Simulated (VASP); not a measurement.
Data:

```xyz
8
Lattice="4.6012 0.0000 0.0000 0.0000 4.6012 0.0000 0.0000 0.0000 4.6012" Properties=species:S:1:pos:R:3 pbc="T T T"
V      1.1503     0.0000     2.3006
V      2.3006     1.1503     0.0000
V      2.3006     3.4509     0.0000
V      3.4509     0.0000     2.3006
V      0.0000     2.3006     3.4509
V      0.0000     2.3006     1.1503
Si     2.3006     2.3006     2.3006
Si     0.0000     0.0000     0.0000
```

Level of theory: LDA (Ceperley-Alder, Perdew-Zunger), VASP's LDA PAW potentials (set 64) (plane waves; VASP). Numerical set-up: 400 eV cut-off, 8×8×8 Γ-centred mesh, tetrahedra with Blöchl corrections, potentials V_sv Si.

### Question
The job: V3Si (A15), 8 atoms, LDA, static run, 400 eV, 8×8×8 Γ-centred mesh. Roughly how much core time does it take on a busy server core?

### Answer
About 50 core-seconds (one run on a shared machine, a rough figure). It had 35 irreducible k-points, 51 bands, up to 1800 plane waves and 15 electronic steps.

The compound is V3Si in the A15 structure. It was relaxed first, which changed the volume by -7 %.
